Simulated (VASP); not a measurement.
A convergence study with VASP on La2O3: one setting is varied, all else stays as given below, so the limit is that of these other settings.

```
La2O3
1.0
    3.95970     0.00000     0.00000
   -1.97985     3.42920     0.00000
    0.00000     0.00000    24.51011
La O
4 6
Cartesian
  0.00000   2.28614  10.69641
  1.97985   1.14307   7.65299
  0.00000   2.28614  16.85700
  1.97985   1.14307  13.81370
  0.00000   0.00000   9.17470
  0.00000   2.28614   6.99999
  1.97985   1.14307  11.34941
  0.00000   0.00000  15.33541
  0.00000   2.28614  13.16061
  1.97985   1.14307  17.51012
```

Method: PBE GGA, VASP's PBE PAW potentials (set 64) (plane waves; VASP). The tightest run used: 400 eV cut-off, 18×18×1 Γ-centred mesh, Fermi-Dirac smearing of 0.050 eV, potentials La O.

Q: The settings run are 2×2×1 mesh; 3×3×1 mesh; 4×4×1 mesh; 5×5×1 mesh; 6×6×1 mesh; 8×8×1 mesh; 10×10×1 mesh; 11×11×1 mesh; 13×13×1 mesh; 15×15×1 mesh; 18×18×1 mesh. From which on does the largest force stay within 0.005 eV/Å of the tightest run?

A: From 4×4×1 mesh on: it is off by 0.000 there and by no more than 0.005 in any finer run, while 3×3×1 mesh is off by 0.017.
| setting | E (eV/atom) | largest force (eV/Å) | irreducible k-points | difference judged (eV/Å) |
|---|---|---|---|---|
| 2×2×1 mesh | -8.2149 | 0.311 | 2 | 0.017 |
| 3×3×1 mesh | -8.2626 | 0.345 | 3 | 0.017 |
| 4×4×1 mesh | -8.2605 | 0.327 | 4 | 0.000 |
| 5×5×1 mesh | -8.2611 | 0.329 | 5 | 0.001 |
| 6×6×1 mesh | -8.2609 | 0.328 | 7 | 0.000 |
| 8×8×1 mesh | -8.2612 | 0.328 | 10 | 0.000 |
| 10×10×1 mesh | -8.2611 | 0.328 | 14 | 0.000 |
| 11×11×1 mesh | -8.2612 | 0.328 | 16 | 0.000 |
| 13×13×1 mesh | -8.2611 | 0.328 | 21 | 0.000 |
| 15×15×1 mesh | -8.2611 | 0.328 | 27 | 0.000 |
| 18×18×1 mesh | -8.2611 | 0.328 | 37 | 0.000 |

Left out are rungs that failed or repeat a setting and relaxations that didn't move; long series are thinned to 24 rows.

The cell is a sheet or thin cut with vacuum, built from a generated structure.
